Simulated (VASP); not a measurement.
A VASP calculation is set up with these files.

INCAR:
```
SYSTEM = ZnSiAs2
PREC = Accurate
ENCUT = 400
EDIFF = 1E-6
NELM = 100
ALGO = Normal
LREAL = .FALSE.
LASPH = .TRUE.
ISMEAR = 1
SIGMA = 0.1
GGA = PS
LMAXMIX = 4
LWAVE = .FALSE.
LCHARG = .FALSE.
IBRION = 2
ISIF = 3
NSW = 60
EDIFFG = -0.02
```

### POSCAR
```
ZnSiAs2
1
    1.9771266974     1.1414941874     6.3962986535
   -1.9771266974     1.1414941874     6.3962986535
    0.0000000000    -2.2829893458     6.3962986508
Zn Si As
1 1 2
Direct
  0.3676034874   0.3676034874   0.3676034874
  0.8818982987   0.8818982987   0.8818982987
  0.0021198471   0.0021198471   0.0021198471
  0.4983583668   0.4983583668   0.4983583668
```

### KPOINTS
```
Automatic mesh
0
Gamma
8 8 8
0 0 0
```

POTCAR, in this order: Zn Si As (PBE.64 set). Program: vasp_std.

### Question
Write an equivalent input for Quantum ESPRESSO's pw.x.

### Answer
One equivalent input (not run):
```
&CONTROL
  calculation = 'vc-relax'
  pseudo_dir = './pseudo'
  outdir = './out'
  tprnfor = .true.
  tstress = .true.
  nstep = 60
  forc_conv_thr = 0.00078
/
&SYSTEM
  ibrav = 0
  nat = 4
  ntyp = 3
  ecutwfc = 84
  occupations = 'smearing'
  smearing = 'methfessel-paxton'
  degauss = 0.00735
  input_dft = 'pbesol'
/
&ELECTRONS
  conv_thr = 7.3e-08
  electron_maxstep = 100
/
&IONS
/
&CELL
/
ATOMIC_SPECIES
  Zn 65.380 Zn.upf
  Si 28.085 Si.upf
  As 74.922 As.upf
CELL_PARAMETERS angstrom
     1.9771267    1.1414942    6.3962987
    -1.9771267    1.1414942    6.3962987
     0.0000000   -2.2829893    6.3962987
ATOMIC_POSITIONS crystal
  Zn   0.3676035  0.3676035  0.3676035
  Si   0.8818983  0.8818983  0.8818983
  As   0.0021198  0.0021198  0.0021198
  As   0.4983584  0.4983584  0.4983584
K_POINTS automatic
  8 8 8 0 0 0
```
What does not carry over: the potentials are each code's own (VASP's PAW set, PseudoDojo norm-conserving files in pw.x), so ENCUT and ecutwfc are chosen apart and not converted; conv_thr bounds pw.x's estimated SCF error, while EDIFF bounds the energy change between steps; forc_conv_thr acts on force components and is met together with etot_conv_thr.

The structure comes from a computed database's ZnSiAs2 entry (R3m); how it stands against other phases isn't given here. This run relaxes it. Symmetry was kept, so distortions that lower it aren't found. The start is the result of an earlier pass.
